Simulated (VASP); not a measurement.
The system is Ni.

```
Ni
1.0
     0.00000    1.77565    1.77565
     1.77565    0.00000    1.77565
     1.77565    1.77565    0.00000
Ni
1
Direct
  0.00000 0.00000 0.00000
```

- Program: VASP 6.6.1
- Task: relaxation of cell and atoms
- Functional: r2SCAN
- Potentials or basis: VASP PAW PBE potentials, release 64 (Ni)
- Cutoff: 600 eV
- k mesh: 20 × 20 × 20
- Occupations: gaussian, width 0.1 eV
- Spin: collinear spin, ferromagnetic start
- Starting moments: [1.0] μB

At the start: pressure -11.4 GPa; volume 11.20 Å³/atom.

**Question.** Where does the relaxation end?

**Answer.** Over 5 steps the energy falls by 25.1 meV/atom and the volume is 10.53 Å³/atom (-6.0 %); space group Fm-3m (No. 225, to 0.05 Å); moment 0.72 μB per cell.

Step by step:
```csv
step,energy change (eV),largest force (eV/Å),pressure (GPa),volume (Å³)
1,0.0000,0.0000,-11.37,11.20
2,-0.0024,0.0000,13.47,9.96
3,-0.0251,0.0000,-0.17,10.53
4,-0.0251,0.0000,0.08,10.52
5,-0.0251,0.0000,-0.07,10.53
```

Final structure:
```
CELL_PARAMETERS angstrom
0.00000 1.73959 1.73959
1.73959 0.00000 1.73959
1.73959 1.73959 0.00000
ATOMIC_POSITIONS crystal
Ni 0.00000 0.00000 0.00000
```

Caveat: the PAW data sets were made with another functional, which shifts forces and pressure a little.
